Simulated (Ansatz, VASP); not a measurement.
# Ge (Germanium): VASP beside Ansatz, part 3 of 3

One calculation is typed for both programs; each brings its own data sets. How far apart do they land? The structure shown is the start of the Ansatz relaxation below; VASP solves that cell, so the two are compared at the walk's first step.

VASP 6.6.1 and Ansatz 0.2.0.

So far: Starting point; Ansatz: relaxation, r2SCAN; VASP: single point, r2SCAN, start cell.

## Step 3: VASP: single point, r2SCAN, start cell (continued)

Level of this step: r2SCAN; plane waves and PAW (Ge_d) (VASP).

Numbers of over 12 decimals in the logs are rounded to 6 here.

OUTCAR, selected parts (step 3):

```text
ion  position               nearest neighbor table
   1  0.499  0.499  0.501-   2 2.43   2 2.43   2 2.46   2 2.46
   2  0.751  0.751  0.749-   1 2.43   1 2.43   1 2.46   1 2.46

  LATTYP: Found a body centered orthorhombic cell.
 ALAT       =     3.9317710903
 B/A-ratio  =     1.0206446916
 C/A-ratio  =     1.4479942675

 Subroutine GETGRP returns: Found  8 space group operations
 (whereof  2 operations were pure point group operations)

The static configuration has the point symmetry C_1h.
 The point group associated with its full space group is D_2h.

   k-points           NKPTS =   1728   k-points in BZ     NKDIM =   1728   number of bands    NBANDS=     20

   dimension x,y,z NGX =    28 NGY =   28 NGZ =   28
   dimension x,y,z NGXF=    56 NGYF=   56 NGZF=   56

   ENCUT  =  450.0 eV  33.07 Ry    5.75 a.u.   6.92  6.92  6.80*2*pi/ulx,y,z

   NELECT =      28.0000    total number of electrons

 k-points in reciprocal lattice and weights: Points of the shifted mesh
   0.04166667  0.04166667  0.04166667       0.001
   0.04166667  0.04166667  0.12500000       0.001
   0.04166667  0.04166667  0.20833333       0.001
   0.04166667  0.04166667  0.29166667       0.001
   0.04166667  0.04166667  0.37500000       0.001
   0.04166667  0.04166667  0.45833333       0.001
   0.04166667  0.04166667  0.54166667       0.001
   0.04166667  0.04166667  0.62500000       0.001
   0.04166667  0.04166667  0.70833333       0.001
[...]
0.95833333  0.95833333  0.87500000       0.001
   0.95833333  0.95833333  0.95833333       0.001

 average (electrostatic) potential at core
       1 -79.3741       2 -79.3741

 E-fermi :   5.0414

 k-point     1 :       0.0417    0.0417    0.0417
  band No.  band energies     occupation
    ...
     10     -20.3392      2.00000
     11      -8.4662      2.00000
     12       4.3029      2.00000
     13       4.8123      2.00000
     14       4.8197      2.00000
     15       5.7814      0.00000
     16       7.5105      0.00000
     17       7.7461      0.00000
     18       7.8018      0.00000
     19      12.0998      0.00000
    ...

 k-point     2 :       0.0417    0.0417    0.1250
  band No.  band energies     occupation
    ...
     10     -20.3363      2.00000
     11      -8.3424      2.00000
     12       3.0996      2.00000
     13       4.3065      2.00000
     14       4.7385      2.00000
     15       6.2544      0.00000
     16       7.6416      0.00000
     17       7.9141      0.00000
     18       8.6884      0.00000
     19      12.7103      0.00000
    ...

 k-point     3 :       0.0417    0.0417    0.2083
  band No.  band energies     occupation
    ...
     10     -20.3289      2.00000
     11      -8.0402      2.00000
     12       1.4152      2.00000
     13       3.8512      2.00000
     14       4.3999      2.00000
     15       6.1693      0.00000
     16       8.1128      0.00000
     17       8.4974      0.00000
     18       9.9269      0.00000
     19      13.2822      0.00000
    ...

  Total        0.3929649      0.3929649      0.0766218      0.4628728      0.0000000      0.0000000
  in kB       14.0180700     14.0180700      2.7332969     16.5118660      0.0000000      0.0000000
  external PRESSURE =      10.2564790 kB  Pullay stress =       0.0000000 kB

  energy-cutoff  :      450.00
  volume of cell :       44.91
      direct lattice vectors                 reciprocal lattice vectors
    -0.028698000  2.808880000  2.846591000    -0.176206610  0.176206610  0.175648697
     2.808880000 -0.028698000  2.846591000     0.176206610 -0.176206610  0.175648697
     2.780182000  2.780182000  0.000000000     0.179844341  0.179844341 -0.175648697

 POSITION                                       TOTAL-FORCE (eV/Angst)
 -----------------------------------------------------------------------------------
      2.78010      2.78010      2.84294        -0.000000     -0.000000     -0.095569
      4.17019      4.17019      4.27354         0.000000      0.000000      0.095569
 -----------------------------------------------------------------------------------
    total drift:                                0.000002      0.000002     -0.000000

  FREE ENERGIE OF THE ION-ELECTRON SYSTEM (eV)
  ---------------------------------------------------
  free  energy   TOTEN  =       -27.7313875925 eV

  energy  without entropy=      -27.7313875925  energy(sigma->0) =      -27.73138759

 total charge
# of ion       s       p       d       tot
------------------------------------------
    1        1.104   1.300  10.024  12.428
    2        1.104   1.300  10.024  12.428
--------------------------------------------------
tot          2.207   2.600  20.049  24.856

[... 3 further parts left out ...]
```

The run ends at a pressure of 1.03 GPa, with forces up to 0.096 eV/Å.

## Step 4: Comparison

Known differences besides the potentials themselves: VASP keeps PBE cores, Ansatz makes them for the functional; the cutoff is 500 eV in Ansatz and 450 eV in VASP. Total energies have different zeros and are not compared.

Forces (eV/Å; atoms numbered as in POSCAR):

```tsv
atom	Ansatz x, y, z	VASP x, y, z
Ge1	0.000, 0.000, -0.089	0.000, 0.000, -0.096
Ge2	0.000, 0.000, 0.089	0.000, 0.000, 0.096
```

The forces differ by 3.8 meV/Å r.m.s., which is 7.0 % of the r.m.s. force of 0.055 eV/Å (both taken over all components).

## Step 5: Summary of results

- r.m.s. force difference (single point, r2SCAN, start cell): 3.8 meV/Å

**Reading.** The r.m.s. force difference is 3.8 meV/Å (single point, r2SCAN, start cell), within the 12 meV/Å picked in this series as the mark of a large difference. Such differences can come from data sets, numerical settings and the points named under the comparisons, not from the functional's error against experiment.

[Lines on the potential files, build, host, timing and source positions are cut from VASP's logs without a mark.]

[Logs are printed without paths, hosts, clocks, repeated set-up lines and the standing remarks that a program may print on its own settings, such as how far it seeks lower states.]

[Hosts, paths, dates, database ids (printed as entryN), source tags and the programs' standing remarks are cut or masked in the printed files.]
